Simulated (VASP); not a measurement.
Here is the system:

```xyz
5
Lattice="3.8584 0.0000 0.0000 0.0000 3.8584 0.0000 0.0000 0.0000 3.8584" Properties=species:S:1:pos:R:3 pbc="T T T"
Na     0.0000     0.0000     0.0000
Re     1.9292     1.9292     1.9292
O      1.9292     1.9292     0.0000
O      0.0000     1.9292     1.9292
O      1.9292     0.0000     1.9292
```

Calculation: PBEsol GGA, VASP's PBE PAW potentials (set 64) (plane waves; VASP). Run with 520 eV cut-off, 9×9×9 Γ-centred mesh, tetrahedra with Blöchl corrections, potentials Na_pv Re O.

The cores are frozen, which limits the accuracy of field gradients.

Problem. Give the principal components of the electric field gradient (V/Å²) and the asymmetry η at each nucleus.

Solution. 
```tsv
atom	Vxx	Vyy	Vzz	η
Na1	0.0	0.0	0.0	-
Re2	0.0	0.0	0.0	-
O3	-27.9	-27.9	55.8	0.00
O4	-27.9	-27.9	55.8	0.00
O5	-27.9	-27.9	55.8	0.00
```

The structure comes from a computed database's NaReO3 entry (Pm-3m); how it stands against other phases isn't given here. It was relaxed first.
